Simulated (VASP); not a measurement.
Input:

```
BN
1.0
    1.25112     0.72233     3.37293
   -1.25112     0.72233     3.37293
    0.00000    -1.44467     3.37293
B N
1 1
Direct
  0.99967   0.99967   0.99967
  0.33276   0.33276   0.33276
```

All values below come from r2SCAN meta-GGA, VASP's PBE PAW potentials (set 64) (plane waves; VASP 6.6.1). Numerical set-up: 520 eV cut-off, 16×16×16 Γ-centred mesh, Gaussian smearing of 0.010 eV, potentials B N.

**Question.** The job: BN (space group R3m), 2 atoms, r2SCAN, optics run with many empty bands, 520 eV, 16×16×16 Γ-centred mesh. Roughly how much core time does it take on a busy server core?

**Answer.** About 20 core-minutes (one run on a shared machine, a rough figure). It had 417 irreducible k-points, 24 bands, up to 517 plane waves and 18 electronic steps.

The structure comes from a computed database's BN entry (R3m); how it stands against other phases isn't given here. The cell was not relaxed at this level.
